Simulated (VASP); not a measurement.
The system is COH2, in a box.

```
CELL_PARAMETERS angstrom
12.49477 0.00000 0.00000
0.00000 12.99477 0.00000
0.00000 0.00000 13.49477
ATOMIC_POSITIONS crystal
C 0.50002 0.50379 0.50001
O 0.52808 0.41553 0.51412
H 0.55096 0.57071 0.52190
H 0.42174 0.52280 0.46439
```

Base run:

* Program: VASP 6.6.1
* Functional: PBEsol
* Potentials or basis: VASP PAW PBE potentials, release 64 (C, O, H)
* Cutoff: 400 eV
* k mesh: 1 × 1 × 1
* Occupations: gaussian, width 0.01 eV
* Spin: no spin polarisation

Its results: gap between the frontier levels 3.46 eV; largest force 0.275 eV/Å.

Task: The run is repeated on the same cell with these changes: functional from PBEsol to optB86b-vdW. What comes out?

Result: Gap between the frontier levels 3.56 eV; largest force 0.073 eV/Å.

Caveats: the standard files for N, O and F lose accuracy on very short bonds; the PAW data sets were made with another functional, which shifts forces and pressure a little.

